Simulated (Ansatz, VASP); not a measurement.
# GaH2N (H-GaN-H chair bilayer, AA) in two plane-wave programs, part 2 of 2

Aim: how closely do two programs agree when they are given the same cell, functional and k mesh? The structure shown is the start of the Ansatz relaxation below; VASP solves that cell, so the two are compared at the walk's first step.

VASP 6.6.1 and Ansatz 0.2.0.

So far: The structure; Ansatz: relaxation, PBE with D3(BJ).

## (3) VASP: single point, PBE with D3(BJ), start cell

Level of this step: PBE with D3(BJ); plane waves and PAW (H, N, Ga_d) (VASP).

The same cell, functional, mesh and smearing now go to VASP, with its own data sets.

Lines of VASP's logs that name or quote its potential files are left out, and so is its time.

Input file INCAR:

```
SYSTEM = GaH2N
PREC = Accurate
ENCUT = 520
EDIFF = 1E-06
NELM = 120
ISMEAR = -1
SIGMA = 0.05
LREAL = .FALSE.
ALGO = Normal
GGA = PE
IVDW = 12
NBANDS = 28
LORBIT = 11
LWAVE = .FALSE.
LCHARG = .FALSE.
ISIF = 2
LDIPOL = .TRUE.
IDIPOL = 3
DIPOL = 0.5 0.5 0.497
LVHAR = .TRUE.
LASPH = .TRUE.
GGA_COMPAT = .FALSE.
EFERMI = MIDGAP
NELMDL = -8
KPAR = 2
```

Input file POSCAR:

```
GaH2N
1.0
    3.1845000000      0.0000000000      0.0000000000
   -1.5922500000      2.7578580000      0.0000000000
    0.0000000000      0.0000000000     48.3866670000
H N Ga
4 2 2
Direct
    0.6666666667      0.3333333333      0.4102369771
    0.3333333333      0.6666666667      0.4762331119
    0.6666666667      0.3333333333      0.5237668674
    0.3333333333      0.6666666667      0.5897630229
    0.6666666667      0.3333333333      0.4313171643
    0.6666666667      0.3333333333      0.5448470547
    0.3333333333      0.6666666667      0.4446128311
    0.3333333333      0.6666666667      0.5581427421
```

Input file KPOINTS:

```
Automatic mesh
0
Gamma
12 12 1
0 0 0
```

Potentials, in the order of the species: H, N and Ga_d (PBE family, release 64).

Started as:

```
mpirun -np 2 vasp_std
```

Numbers of over 12 decimals in the logs are rounded to 6 here.

What it wrote:

```text
[banner, memory and clock lines left out]
running    2 mpi-ranks, on    1 nodes
 distrk:  each k-point on    1 cores,    2 groups
 distr:  one band on    1 cores,    1 groups

 POSCAR found type information on POSCAR H N Ga
 POSCAR found :  3 types and       8 ions
 LDA part: xc-table for (Slater+PW92), standard interpolation
 POSCAR, INCAR and KPOINTS ok, starting setup
 FFT: planning ... GRIDC
 FFT: planning ... GRID_SOFT
 FFT: planning ... GRID
 WAVECAR not read
 entering main loop
       N       E                     dE             d eps       ncg     rms          rms(c)
DAV:   1     0.273459114841E+03    0.27346E+03   -0.17310E+04  1272   0.119E+03
DAV:   2     0.997674115767E+01   -0.26348E+03   -0.25165E+03  1324   0.270E+02
DAV:   3    -0.402696519249E+02   -0.50246E+02   -0.49944E+02  1384   0.117E+02
DAV:   4    -0.433002430416E+02   -0.30306E+01   -0.30216E+01  1628   0.339E+01
DAV:   5    -0.433361622798E+02   -0.35919E-01   -0.35883E-01  1440   0.359E+00
DAV:   6    -0.433368604492E+02   -0.69817E-03   -0.69812E-03  1588   0.545E-01
DAV:   7    -0.433368677218E+02   -0.72725E-05   -0.72719E-05  1452   0.520E-02
DAV:   8    -0.433368679378E+02   -0.21602E-06   -0.21602E-06  1184   0.951E-03    0.127E+01
DAV:   9    -0.380351135443E+02    0.53018E+01   -0.15782E+01  1752   0.506E+01    0.468E+00
DAV:  10    -0.378959774029E+02    0.13914E+00   -0.27632E+00  1336   0.104E+01    0.354E+00
DAV:  11    -0.377203604124E+02    0.17562E+00   -0.77588E-01  1712   0.892E+00    0.947E-01
DAV:  12    -0.376785132835E+02    0.41847E-01   -0.21730E-01  1644   0.526E+00    0.376E-01
DAV:  13    -0.376759950591E+02    0.25182E-02   -0.79085E-02  1380   0.150E+00    0.332E-01
DAV:  14    -0.376736177682E+02    0.23773E-02   -0.11478E-02  1416   0.864E-01    0.146E-01
[...]
DAV:  23    -0.376739357414E+02   -0.35670E-04   -0.42932E-06  1084   0.118E-02    0.372E-03
DAV:  24    -0.376739606605E+02   -0.24919E-04   -0.27791E-06   944   0.110E-02    0.167E-03
DAV:  25    -0.376739795510E+02   -0.18890E-04   -0.21853E-06   824   0.419E-03    0.807E-04
DAV:  26    -0.376739906529E+02   -0.11102E-04   -0.14502E-06   800   0.408E-03    0.753E-04
DAV:  27    -0.376739947544E+02   -0.41015E-05   -0.50939E-07   828   0.305E-03    0.494E-04
DAV:  28    -0.376739969222E+02   -0.21678E-05   -0.25393E-07   860   0.168E-03    0.204E-04
DAV:  29    -0.376739985256E+02   -0.16034E-05   -0.16392E-07   840   0.123E-03    0.141E-04
DAV:  30    -0.376739989589E+02   -0.43327E-06   -0.27150E-08   856   0.674E-04
   1 F= -.38356776E+02 E0= -.38354528E+02  d E =-.449647E-02
```

OUTCAR, selected parts (step 3):

```text
ion  position               nearest neighbor table
   1  0.667  0.333  0.410-   5 1.02
   2  0.333  0.667  0.476-   7 1.53
   3  0.667  0.333  0.524-   6 1.02
   4  0.333  0.667  0.590-   8 1.53
   5  0.667  0.333  0.431-   1 1.02   7 1.95   7 1.95   7 1.95
   6  0.667  0.333  0.545-   3 1.02   8 1.95   8 1.95   8 1.95
   7  0.333  0.667  0.445-   2 1.53   5 1.95   5 1.95   5 1.95
   8  0.333  0.667  0.558-   4 1.53   6 1.95   6 1.95   6 1.95

  LATTYP: Found a hexagonal cell.
 ALAT       =     3.1845000000
 C/A-ratio  =    15.1944314649

 Subroutine GETGRP returns: Found  6 space group operations
 (whereof  6 operations were pure point group operations)

The static configuration has the point symmetry C_3v.

 Found     19 irreducible k-points:

   k-points           NKPTS =     19   k-points in BZ     NKDIM =     19   number of bands    NBANDS=     28

   dimension x,y,z NGX =    24 NGY =   24 NGZ =  360
   dimension x,y,z NGXF=    48 NGYF=   48 NGZF=  720

   ENCUT  =  520.0 eV  38.22 Ry    6.18 a.u.   5.92  5.92 89.97*2*pi/ulx,y,z

   NELECT =      40.0000    total number of electrons

 k-points in reciprocal lattice and weights: Automatic mesh
   0.00000000  0.00000000  0.00000000       0.007
   0.08333333  0.00000000  0.00000000       0.042
   0.16666667  0.00000000  0.00000000       0.042
   0.25000000  0.00000000  0.00000000       0.042
   0.33333333  0.00000000  0.00000000       0.042
   0.41666667  0.00000000  0.00000000       0.042
   0.50000000  0.00000000  0.00000000       0.021
   0.08333333  0.08333333  0.00000000       0.042
   0.16666667  0.08333333  0.00000000       0.083
[...]
0.33333333  0.25000000  0.00000000       0.083
   0.33333333  0.33333333  0.00000000       0.014

 dipolmoment           0.000000      0.000000      0.316840 electrons x Angstroem

 average (electrostatic) potential at core
       1 -44.4020       2 -39.8345       3 -41.2692       4 -36.6363       5 -73.5894
       6 -70.4774       7 -74.2366       8 -71.0927

 E-fermi :  -3.3355

 k-point     1 :       0.0000    0.0000    0.0000
  band No.  band energies     occupation
    ...
     17      -6.5137      2.00000
     18      -4.5567      2.00000
     19      -3.4092      1.62731
     20      -3.3950      1.53360
     21      -3.3950      1.53359
     22      -2.2217      0.00000
     23      -1.8166      0.00000
     24      -1.5000      0.00000
     25      -1.0333      0.00000
     26      -0.3919      0.00000
    ...

 k-point     2 :       0.0833    0.0000    0.0000
  band No.  band energies     occupation
    ...
     16      -6.9198      2.00000
     17      -6.6144      2.00000
     18      -4.5725      2.00000
     19      -3.7882      1.99977
     20      -3.4954      1.92161
     21      -3.2004      0.12584
     22      -2.0370      0.00000
     23      -1.6509      0.00000
     24      -1.3165      0.00000
     25      -0.8585      0.00000
    ...

 k-point     3 :       0.1667    0.0000    0.0000
  band No.  band energies     occupation
    ...
     16      -7.3573      2.00000
     17      -6.8781      2.00000
     18      -5.0849      2.00000
     19      -4.1536      2.00000
     20      -3.7585      1.99958
     21      -2.7520      0.00002
     22      -1.5803      0.00000
     23      -1.2052      0.00000
     24      -0.8260      0.00000
     25      -0.3532      0.00000
    ...

 Edisp (eV)   -0.68278

  Total       2.13192     2.13192     2.91984    -0.00000    -0.00000     0.00000
  in kB       8.03791     8.03791    11.00856    -0.00000    -0.00000     0.00000
  external pressure =        9.03 kB  Pullay stress =        0.00 kB

  energy-cutoff  :      520.00
  volume of cell :      424.95
      direct lattice vectors                 reciprocal lattice vectors
     3.184500000  0.000000000  0.000000000     0.314021039  0.181300125  0.000000000
    -1.592250000  2.757858000  0.000000000     0.000000000  0.362600250  0.000000000
     0.000000000  0.000000000 48.386667000     0.000000000  0.000000000  0.020666850

 POSITION                                       TOTAL-FORCE (eV/Angst)
 -----------------------------------------------------------------------------------
      1.59225      0.91929     19.85000         0.000000     -0.000000     -0.319735
     -0.00000      1.83857     23.04333         0.000000     -0.000000      0.361271
      1.59225      0.91929     25.34333         0.000000     -0.000000     -0.347350
     -0.00000      1.83857     28.53667         0.000000     -0.000000      0.310273
      1.59225      0.91929     20.87000        -0.000000      0.000000     -0.876336
      1.59225      0.91929     26.36333        -0.000000     -0.000000     -0.961258
     -0.00000      1.83857     21.51333        -0.000000     -0.000000      0.897563
     -0.00000      1.83857     27.00667         0.000000     -0.000000      0.935572
 -----------------------------------------------------------------------------------
    total drift:                                0.000001     -0.000003      0.000091

  FREE ENERGIE OF THE ION-ELECTRON SYSTEM (eV)
  ---------------------------------------------------
  free  energy   TOTEN  =       -38.3567761035 eV

  energy  without entropy=      -38.3522796313  energy(sigma->0) =      -38.35452787

 vacuum level on the upper side and lower side of the slab         4.601        -1.928

 total charge
# of ion       s       p       d       tot
------------------------------------------
    1        0.647   0.085   0.000   0.732
    2        0.552   0.011   0.000   0.562
    3        0.647   0.085   0.000   0.732
    4        0.549   0.011   0.000   0.560
    5        1.227   2.614   0.000   3.840
    6        1.226   2.613   0.000   3.839
    7        0.830   0.957  10.130  11.916
    8        0.831   0.956  10.129  11.916
--------------------------------------------------
tot          6.508   7.331  20.258  34.097

[... 3 further parts left out ...]
```

## (4) Differences

Known differences besides the potentials themselves: Ansatz cuts the interaction across the vacuum, VASP repeats the sheet with a dipole correction; the cutoff is 420 eV in Ansatz and 520 eV in VASP. Total energies have different zeros and are not compared.

Forces (eV/Å; atoms numbered as in POSCAR):

```
atom        Ansatz x, y, z          VASP x, y, z
  H1  0.000, 0.000, -0.304  0.000, 0.000, -0.320
  H2   0.000, 0.000, 0.395   0.000, 0.000, 0.361
  H3  0.000, 0.000, -0.332  0.000, 0.000, -0.347
  H4   0.000, 0.000, 0.340   0.000, 0.000, 0.310
  N5  0.000, 0.000, -0.860  0.000, 0.000, -0.876
  N6  0.000, 0.000, -0.948  0.000, 0.000, -0.961
 Ga7   0.000, 0.000, 0.833   0.000, 0.000, 0.898
 Ga8   0.000, 0.000, 0.877   0.000, 0.000, 0.936
```

The forces differ by 21 meV/Å r.m.s., which is 5.2 % of the r.m.s. force of 0.399 eV/Å (both taken over all components). With vacuum in the cell, a pressure given here is an average over mostly empty space and none of the material.

## (5) Results

| Item | Value |
| --- | --- |
| r.m.s. force difference (single point, PBE with D3(BJ), start cell) | 5.2 % of the r.m.s. force |

**Reading.** The r.m.s. force difference is 5.2 % of the r.m.s. force (single point, PBE with D3(BJ), start cell), beyond the 3 % picked in this series as the mark of a large difference. What causes the difference of the single point, PBE with D3(BJ), start cell pair stays open here. 1 further run of this series is not shown here. How closely two codes agree says nothing of how well the functional describes the real material.

[Lines on the potential files, build, host, timing and source positions are cut from VASP's logs without a mark.]

[Logs are printed without paths, hosts, clocks, repeated set-up lines and the standing remarks that a program may print on its own settings, such as how far it seeks lower states.]

[Hosts, paths, dates, database ids (printed as entryN), source tags and the programs' standing remarks are cut or masked in the printed files.]
